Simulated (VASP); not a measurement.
Given:

```xyz
3
Lattice="3.0200 0.0000 0.0000 -1.5100 2.6154 0.0000 0.0000 0.0000 3.0500" Properties=species:S:1:pos:R:3 pbc="T T T"
W      0.0000     0.0000     0.0000
B      0.0000     1.7436     1.5250
B      1.5100     0.8718     1.5250
```

Calculation: LDA (Ceperley-Alder, Perdew-Zunger), VASP's LDA PAW potentials (set 64) (plane waves; VASP). Settings: 400 eV cut-off, 7×7×6 Γ-centred mesh, Fermi-Dirac smearing of 0.10 eV, potentials W_sv B.

At this cut-off the stress carries a Pulay error, which pulls relaxed volumes low.

Q: Give the stress tensor in GPa (positive for a compressed cell).

A: 
```
17.80   0.00   0.00
 0.00  17.80   0.00
 0.00   0.00  35.87
```
The pressure is its mean diagonal, 23.83 GPa.

The structure comes from a measured B2W entry of the Crystallography Open Database, whose conditions weren't checked. The cell was not relaxed at this level. The k-mesh is coarse (spacing up to 0.34 per Å, 2π included), so the numbers may not be converged in it.
